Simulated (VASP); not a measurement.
Si16F (a cell with a defect): single point with PBE+D3(BJ)

Si16F (a cell with a defect):

```xyz
17
Lattice="0.0000 5.4300 5.4300 5.4300 0.0000 5.4300 5.4300 5.4300 0.0000" Properties=species:S:1:pos:R:3 pbc="T T T"
Si    0.0083   -0.0070    0.0097
Si    1.3828    1.3412    1.3843
Si    2.6938    2.7377    0.0734
Si    4.0901    4.0485    1.3844
Si    2.7278   -0.0124    2.7316
Si    4.0758    1.3561    4.0802
Si    5.4443    2.7037    2.7315
Si    6.7536    4.1080    4.1124
Si    0.0717    2.7412    2.6924
Si    1.3826    4.0488    4.0917
Si    2.6897    5.3598    2.6918
Si    3.9349    6.9260    3.9334
Si    2.7274    2.7041    5.4471
Si    4.1088    4.1111    6.7542
Si    5.3457    5.5144    5.3471
Si    6.7494    6.7519    6.7530
F     8.2739    8.0181    8.2808
```

The cell was built by a generator and needn't be a form met in nature.

```yaml
Program: VASP 6.6.1
Task: single point
Functional: PBE
Dispersion: D3(BJ)
Potentials_or_basis: VASP PAW PBE potentials, release 64 (Si, F)
Cutoff: 520 eV
k_mesh: 2 × 2 × 2
Occupations: fermi-dirac, width 0.05 eV
Spin: collinear spin, typed start
Starting_moments: "[0.0, 0.0, 0.0, 0.0, 0.0, 0.0, 0.0, 0.0, 0.0, 0.0, 0.0, 0.0, 0.0, 0.0, 0.0, 0.0, 1.0] μB"
```

- Pressure: 2.0 GPa
- Largest force: 0.063 eV/Å
- Band gap on the k mesh: none (metal or under the smearing width)
- Net moment: 0.00 μB per cell
- Valence electrons inside the program's atomic spheres: Si 1.69, 1.71, 1.70, 1.67, 1.62; F 6.11
- Dispersion energy per atom: -0.305 eV

Forces on the atoms (eV/Å):
```
Si  -0.008  0.008 -0.001
Si   0.004 -0.003  0.008
Si  -0.006  0.004  0.002
Si   0.003 -0.004  0.008
Si   0.004 -0.002  0.001
Si   0.006 -0.008 -0.008
Si   0.003 -0.005 -0.001
Si  -0.013  0.012  0.004
Si  -0.006 -0.008 -0.008
Si   0.000  0.000  0.004
Si   0.007  0.006 -0.008
Si   0.026 -0.025  0.038
Si   0.002 -0.005  0.016
Si  -0.003  0.002 -0.006
Si   0.010 -0.008  0.000
Si   0.000  0.006 -0.002
F   -0.030  0.029 -0.047
```

Stress tensor (GPa, compression positive):
```
 1.95  0.49 -0.50
 0.49  1.95  0.49
-0.50  0.49  1.97
```

Levels at points of the mesh, in eV from the Fermi level:
Spin up:
```
           k point  band 32  band 33  band 34  band 35  band 36  band 37  band 38  band 39  band 40  band 41
(0.00, 0.00, 0.00)    -0.89    -0.49     0.18     0.18     0.29     0.83     0.89     0.89     0.98     0.98
(0.50, 0.00, 0.00)    -1.28    -0.60    -0.55    -0.53    -0.03     1.62     1.66     1.70     1.78     1.85
(0.00, 0.50, 0.00)    -1.42    -0.56    -0.55    -0.36    -0.35     1.66     1.66     1.75     1.76     1.77
(0.00, 0.00, 0.50)    -1.28    -0.60    -0.55    -0.53    -0.03     1.62     1.66     1.71     1.78     1.84
(0.50, 0.50, 0.50)    -1.28    -0.60    -0.55    -0.53    -0.03     1.62     1.66     1.71     1.78     1.84
(0.50, 0.50, 0.00)    -1.47    -1.22    -1.14    -0.72    -0.44     1.32     1.46     2.65     2.79     2.82
(0.00, 0.50, 0.50)    -1.47    -1.22    -1.14    -0.71    -0.45     1.32     1.47     2.65     2.79     2.82
(0.50, 0.00, 0.50)    -1.47    -1.21    -1.14    -0.71    -0.45     1.32     1.47     2.65     2.79     2.82
```
Spin down:
| k point | band 32 | band 33 | band 34 | band 35 | band 36 | band 37 | band 38 | band 39 | band 40 | band 41 |
| --- | --- | --- | --- | --- | --- | --- | --- | --- | --- | --- |
| (0.00, 0.00, 0.00) | -0.89 | -0.49 | 0.18 | 0.18 | 0.29 | 0.83 | 0.89 | 0.89 | 0.98 | 0.98 |
| (0.50, 0.00, 0.00) | -1.28 | -0.60 | -0.55 | -0.53 | -0.03 | 1.62 | 1.66 | 1.70 | 1.78 | 1.85 |
| (0.00, 0.50, 0.00) | -1.42 | -0.56 | -0.55 | -0.36 | -0.35 | 1.66 | 1.66 | 1.75 | 1.76 | 1.77 |
| (0.00, 0.00, 0.50) | -1.28 | -0.60 | -0.55 | -0.53 | -0.03 | 1.62 | 1.66 | 1.71 | 1.78 | 1.84 |
| (0.50, 0.50, 0.50) | -1.28 | -0.60 | -0.55 | -0.53 | -0.03 | 1.62 | 1.66 | 1.71 | 1.78 | 1.84 |
| (0.50, 0.50, 0.00) | -1.47 | -1.22 | -1.14 | -0.72 | -0.44 | 1.32 | 1.46 | 2.65 | 2.79 | 2.82 |
| (0.00, 0.50, 0.50) | -1.47 | -1.22 | -1.14 | -0.71 | -0.45 | 1.32 | 1.47 | 2.65 | 2.79 | 2.82 |
| (0.50, 0.00, 0.50) | -1.47 | -1.21 | -1.14 | -0.71 | -0.45 | 1.32 | 1.47 | 2.65 | 2.79 | 2.82 |

Wall time 9.2 min on 1 thread of AMD EPYC 9R45 (Zen 5) (shared host), peak memory 0.68 GiB.

Caveat: the k mesh is coarse (spacing up to 0.50 Å⁻¹), so the values aren't converged.
